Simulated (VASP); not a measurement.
## Zn4OS3 (ordered alloy cell): computed properties

Computed with PBEsol GGA, VASP's PBE PAW potentials (set 64) (plane waves; VASP).

For Zn4OS3, the space group comes out as Pm (6), the cell is a = 5.961 Å, b = 3.646 Å, c = 6.326 Å, α = γ = 90.00°, β = 90.27° and the volume per atom is 17.18 Å³/atom. The band gap (over mesh and band path) comes out as 0.66 eV and the smallest direct gap (over mesh and band path) comes out as 0.66 eV. The band-edge character is direct, Γ to Γ and the density comes out as 4.51 g/cm³.

```xyz
8
Lattice="3.6555 -6.3200 -0.0147 1.8228 3.1571 0.0000 -0.0120 0.0069 5.9610" Properties=species:S:1:pos:R:3 pbc="T T T"
Zn     1.9985    -1.1539     2.9036
Zn     1.7996     1.0657     5.9084
Zn     3.4844    -4.1164     2.8876
Zn     3.6656    -2.1163     0.2860
S      1.8831    -1.0872     5.2047
S      1.7985     1.0663     2.2418
S      3.5765    -4.1696     5.2276
O      3.6528    -2.1089     2.2726
```

The structure was generated: Zn4OS3 was put into an ordered model structure (Pm), which need not be its known phase. It was relaxed first. Symmetry was kept, so distortions that lower it aren't found.
